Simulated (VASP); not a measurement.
Data:

```
BaHfO3
1.0
    4.16170     0.00000     0.00000
    0.00000     4.16170     0.00000
    0.00000     0.00000     4.16170
Ba Hf O
1 1 3
Cartesian
  0.00000   0.00000   0.00000
  2.08085   2.08085   2.08085
  2.08085   0.00000   2.08085
  0.00000   2.08085   2.08085
  2.08085   2.08085   0.00000
```

Method: r2SCAN+rVV10, VASP's PBE PAW potentials (set 64) (plane waves; VASP). Run with 520 eV cut-off, 6×6×6 Γ-centred mesh, tetrahedra with Blöchl corrections, potentials Ba_sv Hf_pv O.

Unless said otherwise, spin-orbit coupling is left out, though it shifts the bands of the heavy elements here.

Q: Give the energies of bands 11 to 22 at the high-symmetry points, in eV from the valence-band maximum.

A: 
```tsv
band	Γ	X	M	R
11	-1.73	-4.05	-4.32	-4.46
12	-1.73	-2.14	-3.89	-3.87
13	-1.73	-2.14	-3.85	-3.87
14	-1.02	-1.83	-2.44	-2.54
15	-1.02	-1.74	-2.44	-2.54
16	-1.02	-1.74	-1.07	-2.54
17	-0.23	-1.73	-0.94	0.00
18	-0.23	-0.56	-0.94	0.00
19	-0.23	-0.56	-0.08	0.00
20	4.12	4.69	6.85	6.69
21	4.12	6.95	6.85	6.69
22	4.12	6.95	7.29	6.69
```

The gap is indirect, 4.12 eV, from the valence maximum at R to the conduction minimum at Γ.

The compound is BaHfO3 in the cubic perovskite structure. It was relaxed first.
